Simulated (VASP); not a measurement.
Input for VASP

### POSCAR
```
BeS
1.0
  2.6952851558   0.0000000000   0.0000000000
  0.0000000000   2.6952851558   0.0000000000
  0.0000000000   0.0000000000   2.6952851558
Be S
1 1
direct
  0.0000000000   0.0000000000   0.0000000000
  0.5000000000   0.5000000000   0.5000000000
```

INCAR:
```
# general
SYSTEM  = BeS
PREC    = Accurate
ENCUT   = 500
LREAL   = .FALSE.
LASPH   = .TRUE.

# electronic loop
EDIFF   = 1E-6
NELM    = 100   # most electronic steps
ALGO    = Normal   # blocked Davidson

# smearing
ISMEAR  = 1   # Methfessel-Paxton
SIGMA   = 0.1   # width (eV)

# functional
GGA     = PS

# ions
IBRION  = 2   # conjugate gradients
NSW     = 40   # most ionic steps
ISIF    = 3   # ions, shape and volume
EDIFFG  = -0.02   # ionic stop
PSTRESS = 450   # kbar

# output
LWAVE   = .FALSE.
LCHARG  = .FALSE.
```

KPOINTS:
```
kpoints
0
G
13 13 13
0 0 0
```

POTCAR, in this order: Be S (PBE.64 set). Program: vasp_std.

Task: Write an equivalent input for Ansatz.

Result: One equivalent input (not run):
Ansatz 0.2 input:
```yaml
crystal:
  lattice:
    - [2.6952852, 0.0000000, 0.0000000]
    - [0.0000000, 2.6952852, 0.0000000]
    - [0.0000000, 0.0000000, 2.6952852]
  atoms:
    - { symbol: Be, position: [0.0000000, 0.0000000, 0.0000000] }
    - { symbol: S, position: [0.5000000, 0.5000000, 0.5000000] }
kpoints:
  mp_grid: { grid: [13, 13, 13] }
hamiltonian:
  xc: pbesol
  pseudopotentials: { kind: paw }
scf:
  occupations: { method: methfessel_paxton, width: 0.1 }
  max_iter: 100
relax:
  max_steps: 40
  f_tol: 0.02
  cell: { p_target: 45 }
output: { forces: true, stress: true, eigenvalues: true }
```
What does not carry over: each code has its own PAW files, so the cut-off isn't converted (ENCUT is set for VASP's; basis.ecutwfc is left out, and Ansatz then takes the one that its files recommend); Ansatz stops its SCF on the density residual and VASP on the energy change (EDIFF).

The structure was generated: BeS was put into the CsCl type type (Pm-3m), which need not be its known phase. This run relaxes it under an external pressure of 45 GPa. Symmetry was kept, so distortions that lower it aren't found.
